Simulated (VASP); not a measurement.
Given:

```xyz
2
Lattice="0.0000 2.8192 2.8192 2.8192 0.0000 2.8192 2.8192 2.8192 0.0000" Properties=species:S:1:pos:R:3 pbc="T T T"
Te     2.8192     2.8192     5.6384
Ti     2.8192     2.8192     2.8192
```

Level of theory: r2SCAN meta-GGA, VASP's PBE PAW potentials (set 64) (plane waves; VASP 6.6.1). Numerical set-up: 480 eV cut-off, 10×10×10 Γ-centred mesh, first-order Methfessel-Paxton smearing of 0.10 eV, potentials Te Ti_sv.

Unless said otherwise, spin-orbit coupling is left out, though it shifts the bands of the heavy elements here.

### Question
Estimate the energy per atom (σ→0), band gap (on the k-mesh) with the smallest direct gap where there is one.

### Answer

```
Property                                                    Result
------------------------  ----------------------------------------
band gap (on the k-mesh)  none (metal, semimetal or under 0.01 eV)
energy per atom (σ→0)                              -19.594 eV/atom
```

Only differences to runs with the same potentials and settings are physical.

The structure was generated: TiTe was put into the rocksalt type (Fm-3m), which need not be its known phase. It was relaxed first, which changed the volume by -12 %. VASP warned that the highest band is occupied, so more bands are needed.
